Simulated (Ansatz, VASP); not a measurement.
# Cross-check of ZnB2S4 between VASP and Ansatz, part 2 of 2

Wanted: the spread between two codes on one cell, functional and k mesh. The cell is invented: As first built, before any earlier steps moved the atoms (in the runner's words): B for Ga in the ZnGa2S4 structure of space group I-4. It may not be a known or stable phase. The two relaxations start from unlike cells of this crystal (the structure described is Ansatz's start), so only their ends are compared.

VASP 6.6.1 and Ansatz 0.2.0.

So far: Starting point; VASP: relaxation of cell and atoms, r2SCAN.

## (3) Ansatz: relaxation of cell and atoms, r2SCAN

Level of this step: Ansatz beside VASP: Kohn-Sham DFT, plane waves, r2SCAN (Ansatz).

Ansatz runs on its default PAW (the set named soft_2) files.

Its own start cell and the same functional, mesh and smearing now go to Ansatz, which takes its cutoff from its data sets.

The input, input.yaml:

```yaml
crystal:
  lattice:
    - [-2.5009227095, 2.5009227095, 4.9064393274]
    - [2.5009227095, -2.5009227095, 4.9064393274]
    - [2.5009227095, 2.5009227095, -4.9064393274]
  atoms:
    - { symbol: Zn, position: [0.25, 0.75, 0.5] }
    - { symbol: B, position: [0.0, 0.0, 0.0] }
    - { symbol: B, position: [0.75, 0.25, 0.5] }
    - { symbol: S, position: [0.37901346, 0.37046932, 0.50967432] }
    - { symbol: S, position: [0.62953068, 0.139205, 0.00854414] }
    - { symbol: S, position: [0.860795, 0.86933914, 0.49032568] }
    - { symbol: S, position: [0.13066086, 0.62098654, 0.99145586] }
kpoints:
  mp_grid: { grid: [6, 6, 6] }
scf:
  occupations: { method: gaussian, width: 0.03 }
hamiltonian:
  xc: r2scan
output:
  forces: true
  stress: true
relax:
  f_tol: 0.02
  max_steps: 60
  cell: {}
```

Started as:

```bash
$ ansatz run input.yaml --threads 2 --pin off --max-ram 4096MiB --backend cpu --events-out ev --progress --plain --runs-dir out
```

Numbers of over 12 decimals in the logs are rounded to 6 here.

The log of the run:

```text
Engine: ansatz 0.2.0, x86_64-unknown-linux-gnu
Pseudopotentials: kind: paw
Pseudopotential: Zn, paw, valence charge 12, recommended cutoff 500 eV (meta_gga), Zn.paw.azcp
Pseudopotential: B, paw, valence charge 3, recommended cutoff 500 eV (meta_gga), B.paw.azcp
Pseudopotential: S, paw, valence charge 6, recommended cutoff 500 eV (meta_gga), S.paw.azcp
Functional definition: r2SCAN
  parameter k0 = 0.174
  parameter k1 = 0.065
  parameter a1 = 4.9479
  exchange = r2scan_x(k0 = k0, k1 = k1, a1 = a1)
  correlation = r2scan_c
Crystal: 7 atoms, lattice volume = 122.752 Å³
Basis set: ecut = 500 eV, 3057 PW (Γ), exchange–correlation on 180×180×180 points (64 copies of the dense FFT grid, shifted against one another)
Bands: 28, of which v1, the nominal top of the filled ones, is band 21 counted from 1 (20 counted from 0)
Symmetry: 4 space group operations
Space group: I-4 (ITA 82), of the structure as read, at distance tolerance 5.0e-5 Å
k-points: 36 of 216 (time reversal used)
Non-local potential: Zn, projectors of the file, l = 0: 2, l = 1: 2, l = 2: 3, l = 3: 1
Non-local potential: B, projectors of the file, l = 0: 2, l = 1: 2, l = 2: 1
Non-local potential: S, projectors of the file, l = 0: 2, l = 1: 2, l = 2: 2
PAW form: soft (Blöchl's): semilocal exchange-correlation on the pseudo side does not see the compensation charge
PAW frozen core: Zn, regenerated for the run's functional (the file was generated under x = pbe(κ = 0.804, μ = 0.219515), c = pbe(β = 0.066725))
PAW frozen core: B, regenerated for the run's functional (the file was generated under x = pbe(κ = 0.804, μ = 0.219515), c = pbe(β = 0.066725))
PAW frozen core: S, regenerated for the run's functional (the file was generated under x = pbe(κ = 0.804, μ = 0.219515), c = pbe(β = 0.066725))
PAW one-centre angular grid: Zn, 590 points (default); XC on 261 of its mesh's 2673 points in the sphere
PAW one-centre angular grid: B, 302 points (default); XC on 160 Gauss nodes
PAW one-centre angular grid: S, 302 points (default); XC on 160 Gauss nodes
Initial density: superposition of atomic densities (neutral atoms: chi_scale 0, normalization atom), corrected by the library's trained network
Initial wavefunctions: pseudopotential atomic-orbital guess
Functional: x = r2scan, c = r2scan; τ floored in thin density (d = 2e-4 eV/Å³)
SCF iter   1: F=—  HF=-7263.806232 eV  |F-HF|=—  |Δ(HF+E_count)|=         —  Δρ=1.08e-2  dr2=1.07e-1  dr2_τ=8.43e-2  ethr=1.77e-3  ⟨swp⟩=6.7  Hψ=5082  notcnv=0  defer=1
preconditioner: auto → Resta (q_TF=auto, 2.282 Å⁻¹)  ε∞=5.1  [insulator: Δε(μ)=2.711 eV  Ē_g=10.738 eV  σ=0.030 eV  W_gap=1.00  n_scr=22 (ndim 8)  ℏωp=21.7 eV  f_vac=0.000  D(μ)=0.00/eV (n_scr^D=0)  ε∞_Penn≈5.1]
SCF iter   2: F=—  HF=-7263.836808 eV  |F-HF|=—  |Δ(HF+E_count)|=   3.06e-2  Δρ=3.40e-3  dr2=1.18e-2  dr2_τ=4.06e-4  ethr=2.56e-4  ⟨swp⟩=2.1  Hψ=2085  notcnv=0  defer=71
SCF iter   3: F=—  HF=-7263.832274 eV  |F-HF|=—  |Δ(HF+E_count)|=   4.53e-3  Δρ=2.77e-3  dr2=5.90e-3  dr2_τ=7.10e-5  ethr=2.82e-5  ⟨swp⟩=2.0  Hψ=1728  notcnv=0  defer=35
automatic band count: iteration 3 solves 27 bands in place of 28: the levels show a gap, and the empty bands left out lie too high to hold charge; the band table lists the bands solved (type scf.n_extra_bands for more)
SCF iter   4: F=—  HF=-7263.831202 eV  |F-HF|=—  |Δ(HF+E_count)|=   1.07e-3  Δρ=4.27e-4  dr2=2.17e-4  dr2_τ=6.34e-6  ethr=1.40e-5  ⟨swp⟩=2.0  Hψ=1689  notcnv=0  defer=35
SCF iter   5: F=—  HF=-7263.831226 eV  |F-HF|=—  |Δ(HF+E_count)|=   2.36e-5  Δρ=1.14e-4  dr2=2.12e-5  dr2_τ=3.56e-7  ethr=5.17e-7  ⟨swp⟩=2.6  Hψ=2041  notcnv=0  defer=35
SCF iter   6: F=—  HF=-7263.831278 eV  |F-HF|=—  |Δ(HF+E_count)|=   5.19e-5  Δρ=3.87e-5  dr2=2.69e-6  dr2_τ=3.40e-7  ethr=5.04e-8  ⟨swp⟩=2.5  Hψ=1600  notcnv=0  defer=14
automatic band count: iteration 6 solves 26 bands in place of 27: the levels show a gap, and the empty bands left out lie too high to hold charge; the band table lists the bands solved (type scf.n_extra_bands for more)
SCF iter   7: F=—  HF=-7263.831277 eV  |F-HF|=—  |Δ(HF+E_count)|=   3.11e-7  Δρ=1.25e-5  dr2=1.80e-7  dr2_τ=4.49e-9  ethr=6.41e-9  ⟨swp⟩=2.1  Hψ=1525  notcnv=0  defer=14
SCF iter   8: F=-7263.831278 eV  HF=-7263.831278 eV  |F-HF|=3.41e-9  |Δ(HF+E_count)|=   9.86e-8  Δρ=2.71e-6  dr2=1.23e-8  dr2_τ=4.96e-10  ethr=2.38e-10  ⟨swp⟩=4.9  Hψ=3431  notcnv=0
SCF 1 converged in 8 iterations: F = -7263.831278 eV  dr2 = 1.23e-8
  greatest PAW one-centre occupation: 0.982 electrons in one spin orbital (limit 2), on the Zn atom at site 0 (counted from 0), in its partial waves of l = 2
relax step   1: F+E_penalty+E_count = -7263.83127753 eV  Δ(F+E_penalty+E_count) = +0.000e0 eV  max|allowed force component| = 3.127e0 eV/Å  Δτ_max = 0.0000 Å  P = -10.888 GPa  Ω = 122.752 Å³  (8 SCF iters, dr2 threshold 1.00e-7 eV, accepted)
[...]
relax step   5: F+E_penalty+E_count = -7266.22920844 eV  Δ(F+E_penalty+E_count) = -3.232e-3 eV  max|allowed force component| = 2.717e-3 eV/Å  Δτ_max = 0.0066 Å  P = -0.052 GPa  Ω = 109.916 Å³  energy of the carried Pulay correction = +2.072e-3 eV  (6 SCF iters, dr2 threshold 7.00e-7 eV, accepted)
[...]
relax step   6: F+E_penalty+E_count = -7266.22931974 eV  Δ(F+E_penalty+E_count) = -1.113e-4 eV  max|allowed force component| = 3.106e-3 eV/Å  Δτ_max = 0.0009 Å  P = +0.041 GPa  Ω = 109.797 Å³  energy of the carried Pulay correction = +2.092e-3 eV  (4 SCF iters, dr2 threshold 5.85e-8 eV, accepted)
[...]
relax step   7: F+E_penalty+E_count = -7266.22931547 eV  Δ(F+E_penalty+E_count) = +4.268e-6 eV  max|allowed force component| = 6.228e-3 eV/Å  Δτ_max = 0.0015 Å  P = +0.013 GPa  Ω = 109.880 Å³  energy of the carried Pulay correction = +2.078e-3 eV  (6 SCF iters, dr2 threshold 1.10e-8 eV, accepted)
[...]
relax step   8: F+E_penalty+E_count = -7266.22804834 eV  Δ(F+E_penalty+E_count) = +1.267e-3 eV  max|allowed force component| = 6.121e-3 eV/Å  Δτ_max = 0.0000 Å  P = +0.005 GPa  Ω = 109.880 Å³  stress off target by 1.27e-2 GPa  SCF on the basis re-selected at this cell (its energy is not comparable with the rows above)  (6 SCF iters)
basis re-selected at this cell: Δ(F+E_penalty+E_count) = +1.267e-3 eV, ΔP = -0.008 GPa vs the last step (what re-selecting the basis moved, of the pressure what is left beyond the Pulay correction that the steps carried, after the strain that the cell walked since its last selection, with what the two solves' SCF thresholds leave and, on support functions, any second-order correction that the steps lacked; it is no m [...]
SCF converged after 6 iterations
Free energy (F): -7266.228048 eV
Harris-Foulkes:  -7266.228048 eV  (|F-HF|=4.18e-11)
Internal energy: -7266.228048 eV  (E = F + TS)
E sigma→0 (E₀):  -7266.228048 eV
Fermi energy:    7.675247 eV
--- Per-component energies (eV) ---
  E_band       = 1.427154
  E_kinetic    = 653.692990
  E_local      = -2533.338617  (includes V_loc(G=0)·N_el)
  E_nonlocal   = 753.045359
  E_hartree    = 1026.700768
  E_xc         = -553.629267
  E_vxc        = -514.247981  (∫ρ·V_xc dr)
  E_paw        = -4447.693266  (= ΣΔE_a)
  E_vpaw       = -435.772787  (= ΣTr[D̂ρ^β])
  E_aug_tail   = -0.000051  (compensation charges beyond the density's cutoff)
  E_vtau       = 24.646757  (kinetic-family band-sum trace: ∫τ·v_τ [+ j·A + Jᵃ·Aᵃ] dr)
  E_ewald      = -2164.347394
  E_core_change = -0.658570  (= ΣΔE_core)
  E_smearing   = -0.000000  (= −TS)
  E_closure    = -0.000000  (closes the sum)
  Σ components = -7266.228048   (vs F -7266.228048, Δ=0.00e0)
--- Forces (eV/Å), atoms counted from 1 ---
  atom   1  Zn     0.00000000    -0.00000000    -0.00000000
  atom   2  B      0.00000000    -0.00000000     0.00000000
  atom   3  B      0.00000000     0.00000000    -0.00000000
  atom   4  S      0.00612132     0.00209637    -0.00262822
  atom   5  S      0.00209637    -0.00612132     0.00262822
  atom   6  S     -0.00612132    -0.00209637    -0.00262822
  atom   7  S     -0.00209637     0.00612132     0.00262822
  max |Σ_I F_I| component: 2.43e-17 eV/Å
--- Stress (GPa, compression-positive) ---
        0.012676      -0.000000      -0.000000
        0.000000       0.012676       0.000000
       -0.000000       0.000000      -0.010344
  P = ⅓ Tr σ = 0.0050 GPa (0.050 kbar)
--- Relaxed structure (7 steps of the walk, 7 accepted, 1 SCFs on fresh bases) ---
  F+E_penalty+E_count = -7266.22804834 eV   max|allowed force component| = 6.121e-3 eV/Å   (the final SCF, on the basis selected at the relaxed cell)
  cell:  # Å, volume = 109.8797 Å³
    - [-2.518439, 2.518439, 4.331062]
    - [2.518439, -2.518439, 4.331062]
    - [2.518439, 2.518439, -4.331062]
  atoms:
    - { symbol: Zn, position: [0.25, 0.75, 0.500000] }
    - { symbol: B, position: [0, -8.035919928064221e-19, -8.283345069806986e-19] }
    - { symbol: B, position: [0.75, 0.25, 0.500000] }
    - { symbol: S, position: [0.378331, 0.314401, 0.459915] }
    - { symbol: S, position: [0.685599, 0.145514, 0.063930] }
    - { symbol: S, position: [0.854486, 0.918416, 0.540085] }
    - { symbol: S, position: [0.081584, 0.621669, 0.936070] }
```

Reading the cycles: dr2 is the Hartree energy of the density residual (eV), the measure of convergence; HF is the Harris–Foulkes estimate of the energy, which meets the free energy F at convergence.

## (4) Differences

Known differences besides the potentials themselves: VASP keeps PBE cores, Ansatz makes them for the functional; the cutoff is 500 eV in Ansatz and 550 eV in VASP; Ansatz adds a Pulay correction to the stress that steers its cell, VASP none. Total energies have different zeros and are not compared.

Compared:

```tsv
quantity	Ansatz	VASP	difference
volume (Å³)	109.88	109.70	+0.17 %
edge a after relaxation, in the typed setting (Å)	5.607	5.606	+0.03 %
```

## (5) What came out

```json
{"difference in volume (relaxation of cell and atoms, r2SCAN)": "0.17 %"}
```

In words: The difference in volume is 0.17 % (relaxation of cell and atoms, r2SCAN), within the 1.2 % picked in this series as the mark of a large difference, as far as the stopping tolerances let one tell. How closely two codes agree says nothing of how well the functional describes the real material.

[Lines on the potential files, build, host, timing and source positions are cut from VASP's logs without a mark.]

[Logs are printed without paths, hosts, clocks, repeated set-up lines and the standing remarks that a program may print on its own settings, such as how far it seeks lower states.]

[Hosts, paths, dates, database ids (printed as entryN), source tags and the programs' standing remarks are cut or masked in the printed files.]
